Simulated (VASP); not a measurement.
An input for Ansatz (written as the equivalent of a VASP run, and not itself run):

Ansatz 0.2 input:
```yaml
crystal:
  lattice:
    - [-1.3927093, 1.3927093, 1.3927093]
    - [1.3927093, -1.3927093, 1.3927093]
    - [1.3927093, 1.3927093, -1.3927093]
  atoms:
    - { symbol: Fe, position: [0.0000000, 0.0000000, 0.0000000], spin: 2.1 }
kpoints:
  mp_grid: { grid: [18, 18, 18] }
hamiltonian:
  xc: pbesol
  pseudopotentials: { kind: paw }
magnetization: { spin_polarized: true }
scf:
  occupations: { method: methfessel_paxton, width: 0.1 }
  max_iter: 100
output: { forces: true, stress: true, eigenvalues: true }
```

### Question
Translate this input to VASP (INCAR, KPOINTS, POSCAR, choice of POTCAR).

### Answer
One answer among several that fit: 
INCAR:
```
! general
SYSTEM =Fe
PREC   =Accurate
ENCUT  =520
LREAL  =.FALSE.   ! projection in real space or not
LASPH  =.TRUE.   ! aspherical one-centre terms

! electronic loop
EDIFF  =1E-7
NELM   =100   ! most electronic steps
ALGO   =Normal
LMAXMIX=4   ! l cut-off of mixed one-centre charges

! smearing
ISMEAR =1   ! Methfessel-Paxton
SIGMA  =0.1

! functional
GGA    =PS

! spin
ISPIN  =2   ! spin-polarised
MAGMOM =2.1

! ions
ISIF   =2

! output
LWAVE  =.FALSE.
LCHARG =.FALSE.
LORBIT =10
```

### KPOINTS
```
Regular mesh
0
G
18 18 18
```

POSCAR:
```
Fe
1
   -1.3927093437     1.3927093437     1.3927093437
    1.3927093437    -1.3927093437     1.3927093437
    1.3927093437     1.3927093437    -1.3927093437
Fe
1
Direct
  0.0000000000   0.0000000000   0.0000000000
```

POTCAR, in this order: Fe (PBE.64 set). Program: vasp_std.

The two are equivalent in intent, not identical: each code has its own PAW files, so the cut-off isn't converted (ENCUT is set for VASP's; basis.ecutwfc is left out, and Ansatz then takes the one that its files recommend); Ansatz stops its SCF on the density residual and VASP on the energy change (EDIFF).

The compound is Fe in the bcc structure. It was relaxed first, which changed the volume by -9 %.
